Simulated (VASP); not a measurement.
An input for Ansatz (written as the equivalent of a VASP run, and not itself run):

Ansatz 0.2 input:
```yaml
crystal:
  lattice:
    - [0.0000000, 3.2566475, 3.2566475]
    - [3.2566475, 0.0000000, 3.2566475]
    - [3.2566475, 3.2566475, 0.0000000]
  atoms:
    - { symbol: Na, position: [0.0000000, 0.0000000, 0.0000000] }
    - { symbol: I, position: [0.5000000, 0.5000000, 0.5000000] }
kpoints:
  mp_grid: { grid: [6, 6, 6] }
hamiltonian:
  xc: pbe
  pseudopotentials: { kind: paw }
scf:
  occupations: { method: gaussian, width: 0.05 }
  max_iter: 100
relax:
  max_steps: 60
  f_tol: 0.01
  cell: {}
output: { forces: true, stress: true, eigenvalues: true }
```

Question: Write the VASP files for the same calculation (PBE).

Answer: This is not unique; one that fits is 
### POSCAR
```
NaI
1
   -0.0000000000     3.2566474738     3.2566474738
    3.2566474738     0.0000000000     3.2566474738
    3.2566474738     3.2566474738     0.0000000000
Na I
1 1
Direct
  0.0000000000   0.0000000000   0.0000000000
  0.5000000000   0.5000000000   0.5000000000
```

**KPOINTS**
```
Automatic mesh
0
Gamma
6 6 6
0 0 0
```

**INCAR**
```
# general
SYSTEM   =  NaI
PREC     =  Accurate
ENCUT    =  400
LREAL    =  .False.
LASPH    =  .True.

# electronic loop
EDIFF    =  1E-6
NELM     =  100
ALGO     =  Normal
LMAXMIX  =  4

# smearing
ISMEAR   =  0
SIGMA    =  0.05

# functional
GGA      =  PE

# ions
IBRION   =  2
NSW      =  60
ISIF     =  3
EDIFFG   =  -0.01

# output
LWAVE    =  .False.
LCHARG   =  .False.
```

POTCAR, in this order: Na_pv I (PBE.64 set). Program: vasp_std.

Limits of the translation: each code has its own PAW files, so the cut-off isn't converted (ENCUT is set for VASP's; basis.ecutwfc is left out, and Ansatz then takes the one that its files recommend); Ansatz stops its SCF on the density residual and VASP on the energy change (EDIFF).

The compound is NaI in the rock salt structure. It was relaxed first. The start is the result of an earlier pass.
